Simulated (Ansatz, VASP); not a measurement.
**SbTe4Pt3 in VASP and in Ansatz**

```
Pt Sb Te
1.0
     0.00000    6.05048    0.00000
     6.05048    0.00000    0.00000
     3.02524    3.02524   -6.02814
Pt Sb Te
3 1 4
Direct
  0.50000 0.50000 0.00000
  0.75000 0.25000 0.50000
  0.25000 0.75000 0.50000
  0.00000 0.00000 0.00000
  0.61081 0.61081 0.26258
  0.38919 0.87339 0.73742
  0.12661 0.12661 0.26258
  0.87339 0.38919 0.73742
```

The cell was built by a generator and needn't be a form met in nature.

Alike in both runs: task single point; functional PBE; k mesh 4 × 4 × 4; non-collinear spin, spin-orbit coupling.

```csv
,VASP,Ansatz
version,VASP 6.6.1,Ansatz 0.2.0
potentials or method,"VASP PAW PBE potentials, release 64 (Pt, Sb, Te)",PAW plane waves
plane-wave cutoff (eV),520,420
occupations,"fermi-dirac, width 0.1 eV",fermi-dirac
valence electrons in the cell,59,133
```

Ansatz gave:

```
gap on the k mesh at the Fermi level (eV)       : none
pressure (GPa)                                  : 6.9
largest component of the traceless stress (GPa) : 0.17
rms of the force components (eV/Å)              : 0.562
net moment per atom (μB)                        : 0.00
```

Task: Estimate VASP's values.

Result: gap on the k mesh at the Fermi level (eV): none; pressure (GPa): 6.9; largest component of the traceless stress (GPa): 0.18; rms of the force components (eV/Å): 0.573; net moment per atom (μB): 0.00.

A gap of «none» marks a metal or a gap that the smearing closes. The two sets of potentials don't hold the same shells in valence.

Caveats: forces of over 1 eV/Å show positions far from the minimum, so gaps and moduli don't describe the material at rest.
